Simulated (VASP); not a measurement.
**CdGe62 (a cell with a defect): relaxation of the atoms with PBEsol**

The system is CdGe62 (a cell with a defect).

```xyz
63
Lattice="11.3800 0.0000 0.0000 0.0000 11.3800 0.0000 0.0000 0.0000 11.3800" Properties=species:S:1:pos:R:3 pbc="T T T"
Cd    0.7166    0.7073    0.7406
Ge   11.3770    2.8463    2.8641
Ge    2.8340   11.3729    2.8473
Ge    2.8410    2.8306   11.3775
Ge    1.4182    4.2748    4.2474
Ge    4.2590    1.4364    4.2899
Ge    4.2492    4.2753    1.4106
Ge   11.3696   11.3695    5.6849
Ge    0.0120    2.8536    8.5357
Ge    2.8406    0.0000    8.5337
Ge    2.8546    2.8374    5.6899
Ge    1.4213    1.4219    7.1155
Ge    1.4249    4.2836    9.9565
Ge    4.2864    1.4188    9.9517
Ge    4.2687    4.2718    7.1158
Ge    0.0156    5.7038    0.0060
Ge   11.3759    8.5338    2.8621
Ge    2.8477    5.6742    2.8367
Ge    2.8380    8.5489   11.3787
Ge    1.4498    7.1204    1.4240
Ge    1.4172    9.9692    4.2646
Ge    4.2575    7.1194    4.2677
Ge    4.2819    9.9566    1.3879
Ge    0.0095    5.6673    5.7086
Ge    0.0220    8.5298    8.5209
Ge    2.8281    5.7005    8.5326
Ge    2.8378    8.5321    5.7152
Ge    1.4267    7.1215    7.1219
Ge    1.4348    9.9703    9.9489
Ge    4.2649    7.1033    9.9489
Ge    4.2813    9.9514    7.1115
Ge    5.6816   11.3728    0.0095
Ge    5.6846    2.8392    2.8510
Ge    8.5410    0.0096    2.8471
Ge    8.5138    2.8526    0.0060
Ge    7.1248    1.4123    1.4530
Ge    7.0976    4.2763    4.2681
Ge    9.9516    1.4324    4.2641
Ge    9.9293    4.2534    1.4280
Ge    5.7170   11.3621    5.6898
Ge    5.7075    2.8523    8.5305
Ge    8.5178   11.3585    8.5260
Ge    8.5305    2.8178    5.6695
Ge    7.1162    1.4176    7.1034
Ge    7.1076    4.2577    9.9687
Ge    9.9773    1.4476    9.9661
Ge    9.9665    4.2852    7.1335
Ge    5.7077    5.7047   11.3723
Ge    5.6707    8.5456    2.8439
Ge    8.5343    5.6793    2.8293
Ge    8.5519    8.5406   11.3671
Ge    7.1172    7.1162    1.4288
Ge    7.1395    9.9571    4.2520
Ge    9.9579    7.1047    4.2741
Ge    9.9600    9.9617    1.4156
Ge    5.6950    5.6838    5.6963
Ge    5.6864    8.5215    8.5410
Ge    8.5265    5.7074    8.5404
Ge    8.5407    8.5362    5.6893
Ge    7.0837    7.1273    7.1027
Ge    7.1241    9.9498    9.9558
Ge    9.9548    7.0999    9.9554
Ge    9.9633    9.9525    7.0972
```

The cell was built by a generator and needn't be a form met in nature.

| Property | Result |
| --- | --- |
| Program | VASP 6.6.1 |
| Task | relaxation of the atoms |
| Functional | PBEsol |
| Potentials or basis | VASP PAW PBE potentials, release 64 (Cd, Ge) |
| Cutoff | 360 eV |
| k mesh | 2 × 2 × 2 |
| Occupations | gaussian, width 0.02 eV |
| Spin | no spin polarisation |
| Charge | -2 |
| Further INCAR settings | ALGO = Normal; EDIFF = 1e-06; IBRION = 2; EDIFFG = -0.02; NSW = 60; NELECT = 262 |

The energy gained by relaxing is 19.8 meV/atom, the ionic steps are 17 and the largest force after relaxing is 0.018 eV/Å. The band gap on the k mesh is none (metal or under the smearing width).

Forces in eV/Å, atoms in the order of the input:
```
Cd  -0.001 -0.003  0.000
Ge  -0.005  0.000 -0.001
Ge   0.000 -0.001  0.005
Ge  -0.002 -0.004 -0.003
Ge  -0.012  0.009  0.004
Ge  -0.003 -0.002 -0.001
Ge   0.002  0.000 -0.007
Ge  -0.008 -0.002 -0.002
Ge  -0.003  0.004 -0.003
Ge   0.010  0.010 -0.002
Ge   0.009 -0.003 -0.007
Ge   0.007 -0.001  0.001
Ge   0.003  0.010 -0.002
Ge   0.002  0.004 -0.010
Ge   0.007  0.011 -0.003
Ge  -0.007 -0.010 -0.008
Ge  -0.014 -0.005  0.008
Ge   0.008 -0.007  0.004
Ge   0.010 -0.003 -0.003
Ge   0.008  0.005  0.006
Ge   0.005 -0.003 -0.003
Ge   0.003 -0.003  0.008
Ge   0.004 -0.007  0.000
Ge  -0.004 -0.004 -0.007
Ge   0.003 -0.002  0.001
Ge   0.002 -0.003 -0.010
Ge   0.006 -0.007 -0.004
Ge  -0.003  0.000  0.002
Ge  -0.002 -0.007  0.005
Ge   0.009 -0.004  0.003
Ge   0.016  0.002 -0.007
Ge  -0.008 -0.006 -0.006
Ge  -0.008  0.005  0.003
Ge  -0.009  0.007  0.011
Ge   0.001  0.007  0.000
Ge   0.007  0.003  0.014
Ge  -0.008  0.000  0.009
Ge  -0.010  0.000  0.004
Ge  -0.007  0.003  0.000
Ge  -0.001 -0.004  0.004
Ge  -0.007 -0.008 -0.006
Ge   0.002  0.005  0.010
Ge   0.000  0.003 -0.005
Ge  -0.007 -0.003 -0.004
Ge   0.003  0.006  0.003
Ge  -0.005  0.004 -0.006
Ge  -0.001  0.009 -0.003
Ge   0.001  0.010  0.007
Ge  -0.002 -0.011  0.004
Ge  -0.001 -0.001 -0.003
Ge  -0.002 -0.001  0.008
Ge  -0.005 -0.001 -0.007
Ge  -0.003  0.006  0.008
Ge   0.011  0.005  0.005
Ge   0.008 -0.006 -0.001
Ge   0.002 -0.003  0.001
Ge   0.006 -0.010 -0.009
Ge  -0.007  0.007 -0.010
Ge  -0.008 -0.012  0.003
Ge  -0.003  0.002  0.002
Ge   0.008 -0.002 -0.007
Ge   0.000  0.007 -0.003
Ge   0.002  0.002  0.009
```

Step by step:
```csv
step,energy change (eV),largest force (eV/Å),pressure (GPa)
1,0.0000,1.2579,1.85
2,-0.4684,0.9181,1.67
3,-0.6791,0.6725,1.37
4,-1.0178,0.4055,1.13
5,-1.1264,0.3557,0.98
6,-1.1275,0.3561,0.96
7,-1.2118,0.1199,0.92
8,-1.2254,0.1275,0.90
9,-1.2390,0.0684,0.89
10,-1.2391,0.0700,0.89
11,-1.2423,0.0301,0.89
12,-1.2428,0.0347,0.89
13,-1.2442,0.0238,0.89
14,-1.2443,0.0297,0.89
15,-1.2454,0.0209,0.89
16,-1.2459,0.0290,0.89
17,-1.2467,0.0176,0.89
```

Final structure:
```cif
data_structure
_symmetry_space_group_name_H-M 'P 1'
_symmetry_Int_Tables_number 1
_cell_length_a 11.3800
_cell_length_b 11.3800
_cell_length_c 11.3800
_cell_angle_alpha 90.000
_cell_angle_beta 90.000
_cell_angle_gamma 90.000
_cell_volume 1473.76
loop_
_atom_site_label
_atom_site_type_symbol
_atom_site_fract_x
_atom_site_fract_y
_atom_site_fract_z
_atom_site_occupancy
Cd1 Cd 0.06292 0.06280 0.06278 1
Ge1 Ge 0.00760 0.23326 0.23321 1
Ge2 Ge 0.23329 0.00742 0.23330 1
Ge3 Ge 0.23345 0.23328 0.00749 1
Ge4 Ge 0.12052 0.36743 0.36743 1
Ge5 Ge 0.36758 0.12030 0.36756 1
Ge6 Ge 0.36759 0.36749 0.12047 1
Ge7 Ge 0.00035 0.00028 0.49881 1
Ge8 Ge 0.99792 0.24891 0.75302 1
Ge9 Ge 0.24905 0.99787 0.75283 1
Ge10 Ge 0.24834 0.24832 0.49692 1
Ge11 Ge 0.12478 0.12484 0.62637 1
Ge12 Ge 0.12710 0.37212 0.87605 1
Ge13 Ge 0.37234 0.12707 0.87595 1
Ge14 Ge 0.37347 0.37344 0.62341 1
Ge15 Ge 0.00032 0.49881 0.00031 1
Ge16 Ge 0.99804 0.75284 0.24910 1
Ge17 Ge 0.24834 0.49697 0.24828 1
Ge18 Ge 0.24892 0.75295 0.99791 1
Ge19 Ge 0.12476 0.62632 0.12476 1
Ge20 Ge 0.12714 0.87594 0.37235 1
Ge21 Ge 0.37358 0.62346 0.37335 1
Ge22 Ge 0.37222 0.87603 0.12704 1
Ge23 Ge 0.00124 0.49850 0.49864 1
Ge24 Ge 0.00479 0.75762 0.75752 1
Ge25 Ge 0.24997 0.49985 0.75022 1
Ge26 Ge 0.24999 0.75002 0.49994 1
Ge27 Ge 0.12408 0.62645 0.62655 1
Ge28 Ge 0.11744 0.89209 0.89184 1
Ge29 Ge 0.37491 0.62524 0.87515 1
Ge30 Ge 0.37493 0.87506 0.62520 1
Ge31 Ge 0.49887 0.00027 0.00026 1
Ge32 Ge 0.49702 0.24824 0.24838 1
Ge33 Ge 0.75303 0.99788 0.24892 1
Ge34 Ge 0.75291 0.24899 0.99785 1
Ge35 Ge 0.62636 0.12477 0.12468 1
Ge36 Ge 0.62346 0.37349 0.37351 1
Ge37 Ge 0.87612 0.12711 0.37218 1
Ge38 Ge 0.87601 0.37220 0.12710 1
Ge39 Ge 0.49869 0.00104 0.49855 1
Ge40 Ge 0.50004 0.25000 0.75003 1
Ge41 Ge 0.75767 0.00460 0.75751 1
Ge42 Ge 0.75015 0.24991 0.49993 1
Ge43 Ge 0.62666 0.12393 0.62655 1
Ge44 Ge 0.62524 0.37495 0.87504 1
Ge45 Ge 0.89203 0.11722 0.89209 1
Ge46 Ge 0.87523 0.37483 0.62524 1
Ge47 Ge 0.49858 0.49846 0.00101 1
Ge48 Ge 0.50000 0.75016 0.24977 1
Ge49 Ge 0.75008 0.49987 0.24998 1
Ge50 Ge 0.75772 0.75758 0.00466 1
Ge51 Ge 0.62662 0.62646 0.12390 1
Ge52 Ge 0.62529 0.87505 0.37483 1
Ge53 Ge 0.87510 0.62504 0.37501 1
Ge54 Ge 0.89204 0.89193 0.11745 1
Ge55 Ge 0.49977 0.49983 0.49978 1
Ge56 Ge 0.50167 0.75161 0.75164 1
Ge57 Ge 0.75172 0.50162 0.75160 1
Ge58 Ge 0.75161 0.75156 0.50161 1
Ge59 Ge 0.62534 0.62525 0.62530 1
Ge60 Ge 0.62823 0.87669 0.87676 1
Ge61 Ge 0.87683 0.62817 0.87668 1
Ge62 Ge 0.87674 0.87662 0.62806 1
```

Levels at points of the mesh, in eV from the Fermi level:
```
           k point  band 127  band 128  band 129  band 130  band 131  band 132  band 133  band 134  band 135  band 136
(0.00, 0.00, 0.00)     -0.58     -0.39     -0.39     -0.06      0.15      0.26      0.26      0.37      0.57      0.57
(0.50, 0.00, 0.00)     -0.83     -0.82     -0.67     -0.44     -0.33     -0.04      0.65      0.67      0.88      1.45
(0.00, 0.50, 0.00)     -0.83     -0.82     -0.67     -0.44     -0.32     -0.04      0.65      0.67      0.88      1.45
(0.00, 0.00, 0.50)     -0.83     -0.82     -0.67     -0.44     -0.32     -0.04      0.65      0.67      0.88      1.45
(0.50, 0.50, 0.00)     -0.96     -0.85     -0.36     -0.23     -0.01      0.32      0.93      1.16      1.24      1.25
(0.00, 0.50, 0.50)     -0.96     -0.85     -0.36     -0.23     -0.01      0.32      0.93      1.16      1.24      1.25
(0.50, 0.00, 0.50)     -0.96     -0.85     -0.36     -0.23     -0.01      0.32      0.93      1.16      1.24      1.25
(0.50, 0.50, 0.50)     -0.62     -0.60     -0.36     -0.36      0.23      0.23      0.69      0.69      0.72      0.72
```

Run time: 93 min on 4 MPI ranks on Intel(R) Xeon(R) 6975P-C (Granite Rapids), with other jobs on the host, peak memory 0.44 GiB a rank.

Caveat: the cell carries a net charge on a neutralising background, which shifts energy and pressure; the cell is charged against a uniform background, so pressure and absolute levels hang on convention; the PAW data sets were made with another functional, which shifts forces and pressure a little.
